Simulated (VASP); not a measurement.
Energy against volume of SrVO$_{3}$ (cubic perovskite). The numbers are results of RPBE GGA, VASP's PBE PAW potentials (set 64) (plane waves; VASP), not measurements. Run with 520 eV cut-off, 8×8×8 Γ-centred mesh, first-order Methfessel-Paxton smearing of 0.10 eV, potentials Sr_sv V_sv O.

```
V (Å³/atom)  E (eV/atom)
-----------  -----------
11.502          -7.42735
11.858          -7.43364
12.213          -7.42893
12.569          -7.41480
```

**Question.** Fit these four points and predict the energy of the run at 11.146 Å³/atom.

**Answer.** A cubic in V^(−2/3), the third-order Birch-Murnaghan form, passes through the four points with V0 = 11.87 Å³/atom and B0 = 164 GPa, and gives -7.4082 eV/atom there. The run gave -7.4080 eV/atom, +0.2 meV/atom from the fit; all five points give B0 = 164 GPa.

The compound is SrVO3 in the cubic perovskite structure. It was relaxed first. The run is not spin-polarised, so no magnetic state was tried.
